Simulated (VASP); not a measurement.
# Li4B4H15 (a cell with a defect) in VASP: further runs

The runs below take Li4B4H15 (a cell with a defect) through single point, with PBEsol.

All numbers are computed with VASP 6.6.1; they aren't measurements. Logs are shortened: lines on timing, memory, paths and dates and some standing lists are left out, and cuts for length are marked.

### Step 1. The crystal as given

The cell holds a defect, 23 atoms: a = 5.643 Å, b = 5.643 Å, c = 5.643 Å, α = 90.00°, β = 90.00°, γ = 90.00°.

### Step 2. Single point, PBEsol (H vacancy, atoms relaxed)

INCAR

```
SYSTEM = Li4B4H15
ALGO     = Normal         ! electronic algorithm
EDIFF    = 1E-6           ! SCF threshold, eV
ENCUT    = 520            ! plane-wave cutoff, eV
GGA      = PS             ! functional
ISIF     = 2              ! what is computed and relaxed
ISMEAR   = 0              ! smearing method
LASPH    = .TRUE.         ! aspherical terms in the spheres
LCHARG   = .TRUE.         ! write CHGCAR
LELF     = .TRUE.         ! ELF
LREAL    = Auto         
LVHAR    = .TRUE.       
LWAVE    = .FALSE.        ! write WAVECAR
NBANDS   = 36             ! bands
NELM     = 100            ! most SCF steps
PREC     = Accurate       ! precision mode
SIGMA    = 0.05           ! smearing width, eV
```

KPOINTS

```
k-points
0
G
  4 4 4
  0 0 0
```

POSCAR

```
Li4B4H15
1.0
    5.6432012145      0.0000000000      0.0000000000
    0.0000000000     -5.6432012145      0.0000000000
    0.0000000000      0.0000000000     -5.6432012145
Li B H
4 4 15
Direct
    0.4270979238      0.0729020762      0.4934224276
   -0.1127285962      0.6127285962      0.6127285962
    0.0065775724      0.0729020762      0.0729020762
    0.4270979238      0.4934224276      1.0729020762
    0.4671156379      0.0328843621      0.0328843621
    0.0240244044      0.4759755956     -0.0479876136
    0.0240244044     -0.0479876136      0.4759755956
    0.5479876136      0.4759755956      0.4759755956
    0.8692725801      0.6307274199     -0.0363185475
    0.8692725801     -0.0363185475      0.6307274199
    0.5363185475      0.6307274199      0.6307274199
    0.3053180874      0.9321995002      0.9321995002
    0.9452236852      0.3078653024      0.8386659224
    0.9452236852      0.8386659224      0.3078653024
    0.3452599358      0.4222994310      0.4222994310
    0.5678004998      0.9321995002      0.1946819126
    0.0777005690      0.4222994310      0.1547400642
    0.1921346976      0.8386659224      0.5547763148
    0.6613340776      0.3078653024      0.5547763148
    0.5678004998      0.1946819126      0.9321995002
    0.1921346976      0.5547763148      0.8386659224
    0.0777005690      0.1547400642      0.4222994310
    0.6613340776      0.5547763148      0.3078653024
```

Potentials or basis: VASP PAW PBE potentials, release 64 (Li_sv, B, H).

The run is started by

```console
cat potpaw_PBE.64/Li_sv/POTCAR potpaw_PBE.64/B/POTCAR potpaw_PBE.64/H/POTCAR > POTCAR
mpirun -np 1 vasp_std > vasp.out
```

OUTCAR:

```text
SYSTEM = Li4B4H15
   EDIFF = 1E-6
   ENCUT = 520
   GGA = PS
   ISIF = 2
   ISMEAR = 0
   LASPH = .TRUE.
   LREAL = Auto
   NELM = 100
   PREC = Accurate

 ion  position               nearest neighbor table
   1  0.427  0.073  0.493-   7 2.38   8 2.38
   2  0.887  0.613  0.613-   6 2.20   7 2.20   8 2.20
   3  0.007  0.073  0.073-   6 2.38   7 2.38
   4  0.427  0.493  0.073-   6 2.38   8 2.38
   5  0.467  0.033  0.033-  12 1.22  16 1.22  20 1.22
   6  0.024  0.476  0.952-  17 1.22  13 1.23  21 1.23   9 1.24   2 2.20   3 2.38   4 2.38
   7  0.024  0.952  0.476-  22 1.22  18 1.23  14 1.23  10 1.24   2 2.20   1 2.38   3 2.38
   8  0.548  0.476  0.476-  15 1.22  19 1.23  23 1.23  11 1.24   2 2.20   1 2.38   4 2.38
   9  0.869  0.631  0.964-   6 1.24
  10  0.869  0.964  0.631-   7 1.24
  11  0.536  0.631  0.631-   8 1.24
  12  0.305  0.932  0.932-   5 1.22
  13  0.945  0.308  0.839-   6 1.23
  14  0.945  0.839  0.308-   7 1.23
  15  0.345  0.422  0.422-   8 1.22
  16  0.568  0.932  0.195-   5 1.22
  17  0.078  0.422  0.155-   6 1.22
  18  0.192  0.839  0.555-   7 1.23
  19  0.661  0.308  0.555-   8 1.23
  20  0.568  0.195  0.932-   5 1.22
  21  0.192  0.555  0.839-   6 1.23
  22  0.078  0.155  0.422-   7 1.22
  23  0.661  0.555  0.308-   8 1.23

  LATTYP: Found a simple cubic cell.
 ALAT       =     5.6432012145

  Lattice vectors:

 A1 = (   5.6432012145,   0.0000000000,   0.0000000000)
 A2 = (   0.0000000000,  -5.6432012145,   0.0000000000)
 A3 = (   0.0000000000,   0.0000000000,  -5.6432012145)

Analysis of symmetry for initial positions (statically):
=====================================================================
 Subroutine PRICEL returns:
 Original cell was already a primitive cell.

 Routine SETGRP: Setting up the symmetry group for a
 simple cubic supercell.

 Subroutine GETGRP returns: Found  6 space group operations
 (whereof  2 operations were pure point group operations)
 out of a pool of 48 trial point group operations.

The static configuration has the point symmetry C_1h.
 The point group associated with its full space group is C_3v.

Analysis of symmetry for dynamics (positions and initial velocities):
=====================================================================
 Subroutine PRICEL returns:
 Original cell was already a primitive cell.
[... 141 lines left out ...]
   EDIFFG = 0.1E-04   stopping-criterion for IOM
   NSW    =      0    number of steps for IOM
   IBRION =     -1    ionic relax: 0-MD 1-quasi-New 2-CG
   NFREE  =      0    steps in history (QN), initial steepest desc. (CG)
   ISIF   =      2    stress and relaxation
   ISYM   =      2    0-nonsym 1-usesym 2-fastsym
   POTIM  = 0.5000    time-step for ionic-motion
   TEBEG  =    0.0;   TEEND  =   0.0 temperature during run
   PSTRESS=    0.0 pullay stress
   NELECT =      39.0000    total number of electrons
   NUPDOWN=      -1.0000    fix difference up-down
   EMIN   =  10.00;   EMAX   =-10.00  energy-range for DOS
   EFERMI =   0.00;   METHOD = LEGACY
   ISMEAR =     0;   SIGMA  =   0.05  broadening in eV -4-tet -1-fermi 0-gaus
   EFERMI_NEDOS =   21; number of points for ismear=-14 and -15
   IALGO  =     38    algorithm
   IMIX   =      4    mixing-type and parameters
     AMIX     =   0.40;   BMIX     =  1.00
     AMIX_MAG =   1.60;   BMIX_MAG =  1.00
  volume/ion in A,a.u.               =       7.81        52.73
  Fermi-wavevector in a.u.,A,eV,Ry     =   0.983794  1.859101 13.168407  0.967851
  Thomas-Fermi vector in A             =   2.114979
   LORBIT       =      0    0 simple, 1 ext, 2 COOP (PROOUT), +10 PAW based schemes
   GGA     = PS    functional components
   LHFCALC =     F    Hartree Fock is set to
   AEXX    =    0.0000 exact exchange contribution
   IVDW    =     0    specifies the selected vdW correction
   LEPSILON=     F    determine dielectric tensor
   LRPA    =     F    only Hartree local field effects (RPA)
 non-spin polarized calculation
 Gauss-broadening in eV      SIGMA  =   0.05
  energy-cutoff  :      520.00
  volume of cell :      179.71
 maximum number of plane-waves:      4945
 NGX is ok and might be reduce to    42
   NGX = 21   NGY = 21   NGZ = 21

 number of electron      39.0000001 magnetization

 Free energy of the ion-electron system (eV)
  ---------------------------------------------------
  ext. energy  EPLUGINS =         0.00000000
  ---------------------------------------------------
  free energy    TOTEN  =       -90.16976581 eV

  energy without entropy =      -90.16338597  energy(sigma->0) =      -90.16657589

 E-fermi :   0.8026     XC(G=0):  -8.2610

 val. band max:        0.7879473904   @ k =   0.2500   0.0000   0.0000
 cond. band min:       0.8417657658   @ k =   0.5000   0.5000   0.0000
 fundamental gap:      0.0538183753
 Fermi energy:         0.8025672554

 k-point     1 :       0.0000    0.0000    0.0000
  band No.  band energies     occupation
      1     -45.1484      2.00000
      2     -45.1461      2.00000
      3     -45.1461      2.00000
      4     -44.9770      2.00000
      5      -9.9022      2.00000
      6      -8.3421      2.00000
[... 431 lines left out ...]
     30       6.7384      0.00000
     31       7.0328      0.00000
 [bands above 31 left out]

------------------------ aborting loop because EDIFF is reached ----------------------------------------

  FORCE on cell =-STRESS in cart. coord.  units (eV):
  Direction    XX          YY          ZZ          XY          YZ          ZX
  --------------------------------------------------------------------------------------
  -------------------------------------------------------------------------------------
  Total        0.7204312      0.7204312      0.7204312     -0.2233536     -0.2233536     -0.2233536
  in kB        6.4228306      6.4228306      6.4228306     -1.9912549     -1.9912549     -1.9912549
  external PRESSURE =       6.4228306 kB  Pullay stress =       0.0000000 kB

 VOLUME and BASIS-vectors are now :
 -----------------------------------------------------------------------------
  energy-cutoff  :      520.00
  volume of cell :      179.71
      direct lattice vectors                 reciprocal lattice vectors
     5.643201215  0.000000000  0.000000000     0.177204385  0.000000000  0.000000000
     0.000000000 -5.643201215  0.000000000     0.000000000 -0.177204385  0.000000000
     0.000000000  0.000000000 -5.643201215     0.000000000  0.000000000 -0.177204385

 POSITION                                       TOTAL-FORCE (eV/Angst)
 -----------------------------------------------------------------------------------
      2.41020     -0.41140     -2.78448         0.006923      0.006923     -0.004687
      5.00705     -3.45775     -3.45775         0.000504      0.000504      0.000504
      0.03712     -0.41140     -0.41140        -0.004687      0.006923      0.006923
      2.41020     -2.78448     -0.41140         0.006923     -0.004687      0.006923
      2.63603     -0.18557     -0.18557        -0.011358     -0.011358     -0.011358
      0.13557     -2.68603     -5.37240        -0.001461     -0.001461     -0.007910
[... 15 lines left out ...]
      0.43848     -0.87323     -2.38312         0.006211     -0.015586      0.006211
      3.73204     -3.13071     -1.73735         0.006789     -0.005654      0.013685
 -----------------------------------------------------------------------------------
    total drift:                                0.000607      0.000607      0.000607

  FREE ENERGIE OF THE ION-ELECTRON SYSTEM (eV)
  ---------------------------------------------------
  free  energy   TOTEN  =       -90.1697658106 eV

  energy  without entropy=      -90.1633859665  energy(sigma->0) =      -90.16657589
```

OSZICAR:

```text
N       E                     dE             d eps       ncg     rms          rms(c)
DAV:   1     0.129942854911E+03    0.12994E+03   -0.15367E+04   936   0.100E+03
DAV:   2    -0.747787779959E+02   -0.20472E+03   -0.19493E+03  1084   0.231E+02
DAV:   3    -0.970690653249E+02   -0.22290E+02   -0.22129E+02  1400   0.596E+01
DAV:   4    -0.990200042040E+02   -0.19509E+01   -0.19314E+01  1448   0.172E+01
DAV:   5    -0.991831306175E+02   -0.16313E+00   -0.16311E+00  1312   0.385E+00    0.142E+01
DAV:   6    -0.916654892873E+02    0.75176E+01   -0.82655E+00  1036   0.998E+00    0.719E+00
DAV:   7    -0.901980418646E+02    0.14674E+01   -0.39711E+00  1160   0.672E+00    0.247E+00
DAV:   8    -0.901710032485E+02    0.27039E-01   -0.86461E-01  1392   0.322E+00    0.586E-01
DAV:   9    -0.901662409208E+02    0.47623E-02   -0.57216E-02  1208   0.868E-01    0.337E-01
DAV:  10    -0.901697102723E+02   -0.34694E-02   -0.77732E-03  1088   0.391E-01    0.760E-02
DAV:  11    -0.901697318407E+02   -0.21568E-04   -0.67505E-04  1408   0.119E-01    0.304E-02
DAV:  12    -0.901697585503E+02   -0.26710E-04   -0.38832E-05  1280   0.304E-02    0.128E-02
DAV:  13    -0.901697651297E+02   -0.65794E-05   -0.27968E-05  1096   0.244E-02    0.208E-03
DAV:  14    -0.901697658106E+02   -0.68089E-06   -0.18391E-06  1312   0.610E-03
   1 F= -.90169766E+02 E0= -.90166576E+02  d E =-.637984E-02
```

Wall time 2.2 min (1 thread of Intel Xeon Platinum 8259CL at 2.50GHz (Skylake/Cascade Lake), shared host); peak memory 0.27 GiB.

Results:

| Item | Value |
| --- | --- |
| Free energy | -90.1698 eV |
| Largest force | 0.020 eV/Å |
| Band gap on the k mesh | none (metal or under the smearing width) |

Forces in eV/Å, atoms in the order of the input:
```
Li   0.007  0.007 -0.005
Li   0.001  0.001  0.001
Li  -0.005  0.007  0.007
Li   0.007 -0.005  0.007
B   -0.011 -0.011 -0.011
B   -0.001 -0.001 -0.008
B   -0.001 -0.008 -0.001
B   -0.008 -0.001 -0.001
H   -0.009 -0.009  0.003
H   -0.009  0.003 -0.009
H    0.003 -0.009 -0.009
H   -0.012  0.006  0.006
H   -0.006  0.014  0.007
H   -0.006  0.007  0.014
H   -0.016  0.006  0.006
H    0.006  0.006 -0.012
H    0.006  0.006 -0.016
H    0.014  0.007 -0.006
H    0.007  0.014 -0.006
H    0.006 -0.012  0.006
H    0.014 -0.006  0.007
H    0.006 -0.016  0.006
H    0.007 -0.006  0.014
```

Caveat: the cutoff is under 1.25 times the usual one of these potentials, so pressure, stress and relaxed cells hold a basis-set (Pulay) error; the PAW data sets were made with another functional, which shifts forces and pressure a little.

### Step 3. Single point, PBEsol

INCAR

```
SYSTEM = Li4B4H15
  ALGO = Normal
  EDIFF = 1E-6
  ENCUT = 520
  GGA = PS
  ISIF = 2
  ISMEAR = 0
  LASPH = .True.
  LCHARG = .False.
  LREAL = Auto
  LWAVE = .False.
  NBANDS = 36
  NELM = 100
  PREC = Accurate
  SIGMA = 0.05
```

KPOINTS

```
k-points
0
Gamma
  4 4 4
  0 0 0
```

POSCAR

```
Li4B4H15
1.0
    5.6432012145      0.0000000000      0.0000000000
    0.0000000000     -5.6432012145      0.0000000000
    0.0000000000      0.0000000000     -5.6432012145
Li B H
4 4 15
Direct
    0.4270980085      0.0729020611      0.4934224200
   -0.1127285694      0.6127286390      0.6127286390
    0.0065776496      0.0729020611      0.0729020611
    0.4270980085      0.4934224200      1.0729020231
    0.4671157203      0.0328843493      0.0328843493
    0.0240244845      0.4759755851     -0.0479876562
    0.0240244845     -0.0479876562      0.4759755851
    0.5479875486      0.4759755851      0.4759755851
    0.8692725660      0.6307274656     -0.0363185703
    0.8692725660     -0.0363185703      0.6307274656
    0.5363184627      0.6307274656      0.6307274656
    0.3053180162      0.9321994379      0.9321994379
    0.9452236058      0.3078653293      0.8386660018
    0.9452236058      0.8386660018      0.3078653293
    0.3452598846      0.4222994909      0.4222994909
    0.5678004165      0.9321994379      0.1946818762
    0.0777005787      0.4222994909      0.1547400078
    0.1921347403      0.8386660018      0.5547762486
    0.6613340298      0.3078653293      0.5547762486
    0.5678004165      0.1946818762      0.9321994379
    0.1921347403      0.5547762486      0.8386660018
    0.0777005787      0.1547400078      0.4222994909
    0.6613340298      0.5547762486      0.3078653293
```

Potentials or basis: VASP PAW PBE potentials, release 64 (Li_sv, B, H).

The run is started by

```console
cat potpaw_PBE.64/Li_sv/POTCAR potpaw_PBE.64/B/POTCAR potpaw_PBE.64/H/POTCAR > POTCAR
mpirun -np 1 vasp_std > vasp.out
```

Run time: 2.5 min. Hardware: 1 thread of Intel Xeon Platinum 8259CL at 2.50GHz (Skylake/Cascade Lake), shared host; peak memory 0.27 GiB.

The run converged. Its results:

```yaml
Free_energy: -90.1698 eV
Largest_force: 0.020 eV/Å
Band_gap_on_the_k_mesh: none (metal or under the smearing width)
```

Forces in eV/Å, atoms in the order of the input:
```
Li   0.007  0.007 -0.005
Li   0.001  0.001  0.001
Li  -0.005  0.007  0.007
Li   0.007 -0.005  0.007
B   -0.011 -0.011 -0.011
B   -0.001 -0.001 -0.008
B   -0.001 -0.008 -0.001
B   -0.008 -0.001 -0.001
H   -0.009 -0.009  0.003
H   -0.009  0.003 -0.009
H    0.003 -0.009 -0.009
H   -0.012  0.006  0.006
H   -0.006  0.014  0.007
H   -0.006  0.007  0.014
H   -0.016  0.006  0.006
H    0.006  0.006 -0.012
H    0.006  0.006 -0.016
H    0.014  0.007 -0.006
H    0.007  0.014 -0.006
H    0.006 -0.012  0.006
H    0.014 -0.006  0.007
H    0.006 -0.016  0.006
H    0.007 -0.006  0.014
```

Levels at points of the mesh, in eV from the Fermi level:
```
           k point  band 17  band 18  band 19  band 20  band 21  band 22
(0.00, 0.00, 0.00)    -3.85    -3.53    -3.53     0.06     2.85     3.23
(0.50, 0.00, 0.00)    -4.02    -3.85    -3.71    -0.11     3.36     3.88
(0.50, 0.50, 0.00)    -3.86    -3.74    -3.36     0.04     3.78     4.28
(0.50, 0.50, 0.50)    -3.67    -3.43    -3.43     0.57     3.23     4.00
```

Caveat: the cutoff is under 1.25 times the usual one of these potentials, so pressure, stress and relaxed cells hold a basis-set (Pulay) error; the PAW data sets were made with another functional, which shifts forces and pressure a little.

[end of part 1 of 3]
